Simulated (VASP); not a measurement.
OSZICAR of a VASP run on NaI (rock salt):

### OSZICAR
```
       N       E                     dE             d eps       ncg     rms          rms(c)
DAV:   1     0.803156157804E+02    0.80316E+02   -0.67214E+03   440   0.112E+03
DAV:   2     0.131768367974E+01   -0.78998E+02   -0.75544E+02   470   0.238E+02
DAV:   3    -0.530954752253E+01   -0.66272E+01   -0.65899E+01   539   0.710E+01
DAV:   4    -0.549591546244E+01   -0.18637E+00   -0.18627E+00   532   0.125E+01
DAV:   5    -0.550058002284E+01   -0.46646E-02   -0.46645E-02   541   0.195E+00    0.177E+00
DAV:   6    -0.544510890621E+01    0.55471E-01   -0.78379E-02   491   0.176E+00    0.120E+00
DAV:   7    -0.543734033059E+01    0.77686E-02   -0.67203E-02   512   0.158E+00    0.562E-01
DAV:   8    -0.543900266858E+01   -0.16623E-02   -0.43911E-03   461   0.639E-01    0.151E-01
DAV:   9    -0.543898098248E+01    0.21686E-04   -0.12913E-04   509   0.119E-01    0.537E-02
DAV:  10    -0.543899201974E+01   -0.11037E-04   -0.41908E-05   503   0.764E-02    0.939E-03
DAV:  11    -0.543899113220E+01    0.88754E-06   -0.45642E-06   488   0.243E-02
   1 F= -.54389911E+01 E0= -.54389911E+01  d E =-.543899E+01
       N       E                     dE             d eps       ncg     rms          rms(c)
DAV:   1    -0.545591911502E+01   -0.16927E-01   -0.34588E-01   497   0.890E+00    0.734E-01
DAV:   2    -0.544439497353E+01    0.11524E-01   -0.15047E-02   494   0.150E+00    0.353E-01
DAV:   3    -0.544115192230E+01    0.32431E-02   -0.82564E-03   497   0.976E-01    0.157E-01
DAV:   4    -0.544110848983E+01    0.43432E-04   -0.11085E-04   472   0.112E-01    0.155E-01
DAV:   5    -0.544101147706E+01    0.97013E-04   -0.12773E-05   476   0.442E-02    0.350E-02
DAV:   6    -0.544098604926E+01    0.25428E-04   -0.35678E-05   500   0.765E-02    0.585E-02
DAV:   7    -0.544098892331E+01   -0.28741E-05   -0.72394E-07   385   0.710E-03    0.965E-02
DAV:   8    -0.544098214930E+01    0.67740E-05   -0.20039E-06   449   0.105E-02    0.973E-03
DAV:   9    -0.544098201051E+01    0.13879E-06   -0.84765E-08   232   0.237E-03
   2 F= -.54409820E+01 E0= -.54409820E+01  d E =-.199088E-02
       N       E                     dE             d eps       ncg     rms          rms(c)
DAV:   1    -0.545308697097E+01   -0.12105E-01   -0.26535E-01   497   0.775E+00    0.643E-01
DAV:   2    -0.544420986114E+01    0.88771E-02   -0.11636E-02   491   0.131E+00    0.309E-01
DAV:   3    -0.544172591390E+01    0.24839E-02   -0.63467E-03   494   0.851E-01    0.138E-01
DAV:   4    -0.544169147934E+01    0.34435E-04   -0.84989E-05   455   0.982E-02    0.136E-01
DAV:   5    -0.544161618617E+01    0.75293E-04   -0.10045E-05   464   0.390E-02    0.298E-02
DAV:   6    -0.544159711809E+01    0.19068E-04   -0.26570E-05   500   0.653E-02    0.497E-02
DAV:   7    -0.544159884261E+01   -0.17245E-05   -0.45624E-07   286   0.568E-03    0.741E-02
DAV:   8    -0.544159387919E+01    0.49634E-05   -0.12268E-06   377   0.838E-03    0.840E-03
DAV:   9    -0.544159370542E+01    0.17378E-06   -0.10337E-07   232   0.253E-03
   3 F= -.54415937E+01 E0= -.54415937E+01  d E =-.260257E-02
```

Problem. Which electronic solver shows in the log?

Solution. It is blocked Davidson (ALGO = Normal, or the opening steps of other solvers). The INCAR had ALGO = Normal.

Problem. Can the final energy be trusted as converged?

Solution. Self-consistency was reached. It stopped with EDIFF = 1E-6, NELM = 100, NSW = 60 and EDIFFG = -0.01 after 3 ionic steps (PW91 GGA, plane waves, VASP's PBE PAW potentials (set 64)). Energy and stress use the plane-wave basis of the starting cell.

The compound is NaI in the rock salt structure. This run relaxes it. Symmetry was kept, so distortions that lower it aren't found.
